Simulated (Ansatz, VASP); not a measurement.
**One calculation of Ga3B, two programs**

```xyz
4
Lattice="4.3106 0.0000 0.0000 0.0000 4.3106 0.0000 0.0000 0.0000 4.3106" Properties=species:S:1:pos:R:3 pbc="T T T"
Ga    2.1553    0.0000    0.0000
Ga    0.0000    2.1553    0.0000
Ga    0.0000    0.0000    2.1553
B     0.0000    0.0000    0.0000
```

Alike in both runs: task relaxation of cell and atoms; functional PBE; k mesh 12 × 12 × 12; occupations gaussian, width 0.1 eV; no spin polarisation.

|  | VASP | Ansatz |
| --- | --- | --- |
| version | VASP 6.6.1 | Ansatz 0.2.0 |
| potentials or method | VASP PAW PBE potentials, release 64 (Ga_d, B) | scalar-relativistic, plane waves, PAW |
| plane-wave cutoff (eV) | 600 | 420 |
| valence electrons in the cell | 42 | 42 |

```csv
,VASP,Ansatz,Ansatz less VASP
"gap on the k mesh at the Fermi level, each at its own relaxed structure (eV)",none,none,-
relaxed volume (Å³/atom),21.11,21.11,-0.006
relaxed cell length with the largest relative difference (Å),4.387,4.387,-0.0004
energy change over the relaxation (meV/atom),-9,-8,+0.2
```

A gap of «none» marks a metal or a gap that the smearing closes.
